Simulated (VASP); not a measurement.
Here is the system:

```yaml
crystal:
  lattice:
    - [5.47559, 0.00000, 0.00000]
    - [2.73780, 4.74200, 0.00000]
    - [0.00000, 0.00000, 20.82225]
  atoms:
    - { symbol: Ir, position: [0.00000, 0.00000, 0.34236] }
    - { symbol: Ir, position: [0.49890, 0.00220, 0.34210] }
    - { symbol: Ir, position: [0.00220, 0.49890, 0.34210] }
    - { symbol: Ir, position: [0.49890, 0.49890, 0.34210] }
    - { symbol: Ir, position: [0.16640, 0.16640, 0.44787] }
    - { symbol: Ir, position: [0.66720, 0.16640, 0.44787] }
    - { symbol: Ir, position: [0.16640, 0.66720, 0.44787] }
    - { symbol: Ir, position: [0.66667, 0.66667, 0.44668] }
    - { symbol: Ir, position: [0.83479, 0.33042, 0.55431] }
    - { symbol: Ir, position: [0.33333, 0.33333, 0.55321] }
    - { symbol: Ir, position: [0.83479, 0.83479, 0.55431] }
    - { symbol: Ir, position: [0.33042, 0.83479, 0.55431] }
    - { symbol: Ir, position: [0.00000, 0.00000, 0.66203] }
    - { symbol: Ir, position: [0.49900, 0.00201, 0.65799] }
    - { symbol: Ir, position: [0.00201, 0.49900, 0.65799] }
    - { symbol: Ir, position: [0.49900, 0.49900, 0.65799] }
    - { symbol: O, position: [0.00000, 0.00000, 0.75631] }
    - { symbol: H, position: [0.00000, 0.00000, 0.80258] }
```

The numbers are results of PBE GGA, VASP's PBE PAW potentials (set 64) (plane waves; VASP), not measurements. Run with PREC = Normal, 400 eV cut-off, 6×6×1 Γ-centred mesh, first-order Methfessel-Paxton smearing of 0.10 eV, potentials Ir O H.

Unless said otherwise, spin-orbit coupling is left out, though it shifts the bands of the heavy elements here.

Problem. Predict the energy per atom (σ→0), band gap (on the k-mesh) with the smallest direct gap where there is one.

Solution. 
The band gap (on the k-mesh) is none (metal, semimetal or under 0.01 eV) and the energy per atom (σ→0) is -7.991 eV/atom.

The absolute energy has meaning only against runs of the same code, potentials and settings.

The cell is a thin slab with vacuum, built from Ir (fcc): (111) face, OH adsorbed.
